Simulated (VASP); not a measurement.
Here is the system:

```xyz
5
Lattice="4.1480 0.0000 0.0000 0.0000 4.1480 0.0000 0.0000 0.0000 4.1480" Properties=species:S:1:pos:R:3 pbc="T T T"
Ba     0.0000     0.0000     0.0000
Zr     2.0740     2.0740     2.0740
O      2.0740     0.0000     2.0740
O      0.0000     2.0740     2.0740
O      2.0740     2.0740     0.0000
```

These are PW91 GGA, VASP's PBE PAW potentials (set 64) (plane waves; VASP) values and carry that method's errors. Settings: 520 eV cut-off, 5×5×5 Γ-centred mesh, Gaussian smearing of 0.050 eV, potentials Ba_sv Zr_sv O.

### Question
What does the run give for the energy per atom (σ→0), pressure?

### Answer

```json
{
 "energy per atom (σ→0)": "-8.380 eV/atom",
 "pressure": "10.65 GPa"
}
```

The absolute energy has meaning only against runs of the same code, potentials and settings.

The compound is BaZrO3 in the cubic perovskite structure. This cell is one point of a volume scan, at 0.94 of the reference volume.
